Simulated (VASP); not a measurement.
VASP input:

### KPOINTS
```
kpoints
0
Gamma
4 4 4
0 0 0
```

POSCAR:
```
BaCa3O4
1
    5.1045881039    -0.0000000000    -0.0000000000
    0.0000000000     5.1045881039    -0.0000000000
    0.0000000000     0.0000000000     5.1045881039
Ca O Ba
3 4 1
Direct
  0.0000000000   0.0000000000   0.0000000000
  0.5000000000   0.5000000000   0.0000000000
  0.5000000000   0.0000000000   0.5000000000
  0.5000000000   0.5000000000   0.5000000000
  0.0000000000   0.0000000000   0.5000000000
  0.0000000000   0.5000000000   0.0000000000
  0.5000000000   0.0000000000   0.0000000000
  0.0000000000   0.5000000000   0.5000000000
```

**INCAR**
```
# general
SYSTEM   =  BaCa3O4
PREC     =  Accurate
ENCUT    =  500
LREAL    =  .FALSE.
LASPH    =  .TRUE.

# electronic loop
EDIFF    =  1E-6
NELM     =  100
ALGO     =  Normal
LMAXMIX  =  4

# smearing
ISMEAR   =  0
SIGMA    =  0.05

# functional
GGA      =  PE

# ions
IBRION   =  2
NSW      =  60
ISIF     =  3
EDIFFG   =  -0.02

# output
LWAVE    =  .FALSE.
LCHARG   =  .FALSE.
```

POTCAR, in this order: Ca_sv O Ba_sv (PBE.64 set). Program: vasp_std.

Problem. Write an equivalent input for Ansatz.

Solution. One equivalent input (not run):
Ansatz 0.2 input:
```yaml
crystal:
  lattice:
    - [5.1045881, 0.0000000, 0.0000000]
    - [0.0000000, 5.1045881, 0.0000000]
    - [0.0000000, 0.0000000, 5.1045881]
  atoms:
    - { symbol: Ca, position: [0.0000000, 0.0000000, 0.0000000] }
    - { symbol: Ca, position: [0.5000000, 0.5000000, 0.0000000] }
    - { symbol: Ca, position: [0.5000000, 0.0000000, 0.5000000] }
    - { symbol: O, position: [0.5000000, 0.5000000, 0.5000000] }
    - { symbol: O, position: [0.0000000, 0.0000000, 0.5000000] }
    - { symbol: O, position: [0.0000000, 0.5000000, 0.0000000] }
    - { symbol: O, position: [0.5000000, 0.0000000, 0.0000000] }
    - { symbol: Ba, position: [0.0000000, 0.5000000, 0.5000000] }
kpoints:
  mp_grid: { grid: [4, 4, 4] }
hamiltonian:
  xc: pbe
  pseudopotentials: { kind: paw }
scf:
  occupations: { method: gaussian, width: 0.05 }
  max_iter: 100
relax:
  max_steps: 60
  f_tol: 0.02
  cell: {}
output: { forces: true, stress: true, eigenvalues: true }
```
What does not carry over: each code has its own PAW files, so the cut-off isn't converted (ENCUT is set for VASP's; basis.ecutwfc is left out, and Ansatz then takes the one that its files recommend); Ansatz stops its SCF on the density residual and VASP on the energy change (EDIFF).

The structure was generated: BaCa3O4 was put into an ordered model structure (Pm-3m), which need not be its known phase. It was relaxed first, which changed the volume by +7 %. The start is the result of an earlier pass.
